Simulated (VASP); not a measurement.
Computed with PBEsol GGA, VASP's PBE PAW potentials (set 64) (plane waves; VASP).

VASP input:

File POSCAR:
```
GaAs
1.0
  0.0000000000   2.6603532140   2.6603532140
  2.6603532140   0.0000000000   2.6603532140
  2.6603532140   2.6603532140   0.0000000000
Ga As
1 1
Cartesian
  2.6603532140   2.6603532140   0.0000000000
  1.3301766070   1.3301766070   1.3301766070
```

INCAR:
```
SYSTEM  =  GaAs
PREC  =  Accurate; ENCUT  =  500; LREAL  =  F
LASPH  =  T
EDIFF  =  1E-6; NELM  =  100; ALGO  =  Normal
LMAXMIX  =  4
ISMEAR  =  0; SIGMA  =  0.05
GGA  =  PS
IBRION  =  2; NSW  =  40; ISIF  =  3
EDIFFG  =  -0.02; PSTRESS  =  200
LWAVE  =  F; LCHARG  =  F
```

**KPOINTS**
```
Automatic mesh
0
gamma
  9 9 9
```

POTCAR, in this order: Ga_d As (PBE.64 set). Program: vasp_std.

Output of the run:

OSZICAR:
```
       N       E                     dE             d eps       ncg     rms          rms(c)
DAV:   1     0.802964983649E+02    0.80296E+02   -0.92602E+03   926   0.202E+03
DAV:   2    -0.285436294600E+01   -0.83151E+02   -0.80133E+02  1000   0.328E+02
DAV:   3    -0.885697324501E+01   -0.60026E+01   -0.59116E+01  1110   0.752E+01
DAV:   4    -0.895103863543E+01   -0.94065E-01   -0.94034E-01  1090   0.103E+01
DAV:   5    -0.895248917486E+01   -0.14505E-02   -0.14505E-02  1085   0.114E+00    0.365E+00
DAV:   6    -0.873949377776E+01    0.21300E+00   -0.29404E-01  1445   0.141E+01    0.220E+00
DAV:   7    -0.868661777013E+01    0.52876E-01   -0.10663E-01  1316   0.350E+00    0.569E-01
DAV:   8    -0.868478390219E+01    0.18339E-02   -0.12593E-02  1060   0.170E+00    0.190E-01
DAV:   9    -0.868488115323E+01   -0.97251E-04   -0.93788E-04  1110   0.366E-01    0.378E-02
DAV:  10    -0.868489539087E+01   -0.14238E-04   -0.80570E-05  1180   0.137E-01    0.193E-02
DAV:  11    -0.868490952568E+01   -0.14135E-04   -0.19249E-05  1025   0.550E-02    0.416E-03
DAV:  12    -0.868490950641E+01    0.19265E-07   -0.88003E-07   730   0.181E-02
   1 F= -.39841578E+01 E0= -.39841578E+01  d E =-.398416E+01
```

OUTCAR:
```
------------------------ aborting loop because EDIFF is reached ----------------------------------------
  FORCE on cell =-STRESS in cart. coord.  units (eV):
  Direction    XX          YY          ZZ          XY          YZ          ZX
  --------------------------------------------------------------------------------------
  Total        4.6775646      4.6775646      4.6775646      0.0000000     -0.0000000     -0.0000000
  in kB      199.0134732    199.0134732    199.0134732      0.0000000     -0.0000000     -0.0000000
  external PRESSURE =      -0.9865268 kB  Pullay stress =     200.0000000 kB
  volume of cell :       37.66
      direct lattice vectors                 reciprocal lattice vectors
     0.000000000  2.660353214  2.660353214    -0.187944968  0.187944968  0.187944968
     2.660353214  0.000000000  2.660353214     0.187944968 -0.187944968  0.187944968
     2.660353214  2.660353214  0.000000000     0.187944968  0.187944968 -0.187944968
  FREE ENERGIE OF THE ION-ELECTRON SYSTEM (eV)
  ---------------------------------------------------
  free  energy   TOTEN  =        -8.6849095064 eV

  energy  without entropy=       -8.6849095064  energy(sigma->0) =       -8.68490951
  enthalpy is  TOTEN    =        -3.9841577866 eV   P V=        4.7007517198

 reached required accuracy - stopping structural energy minimisation
```
(Selected blocks of OUTCAR.)

The structure was generated: GaAs was put into the zinc blende type (F-43m), which need not be its known phase. It was relaxed first under an external pressure of 20 GPa.
